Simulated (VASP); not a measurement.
Here is the system:

```yaml
crystal:
  lattice:
    - [0.00000, 2.60864, 2.60864]
    - [2.60864, 0.00000, 2.60864]
    - [2.60864, 2.60864, 0.00000]
  atoms:
    - { symbol: Ga, position: [0.00000, 0.00000, 0.00000] }
    - { symbol: As, position: [0.25000, 0.25000, 0.25000] }
```

Method: PBEsol GGA, VASP's PBE PAW potentials (set 64) (plane waves; VASP 6.6.1). Numerical set-up: 500 eV cut-off, 9×9×9 Γ-centred mesh, Gaussian smearing of 0.050 eV, potentials Ga_d As.

### Question
Estimate the energy per atom (σ→0), pressure.

### Answer

The energy per atom (σ→0) is -403.0 kJ/mol of atoms and the pressure comes out as 298.6 kbar.

Total energies compare only between runs with the same potentials, cut-off and functional.

The compound is GaAs in the zinc blende structure. It was relaxed first under an external pressure of 30 GPa.
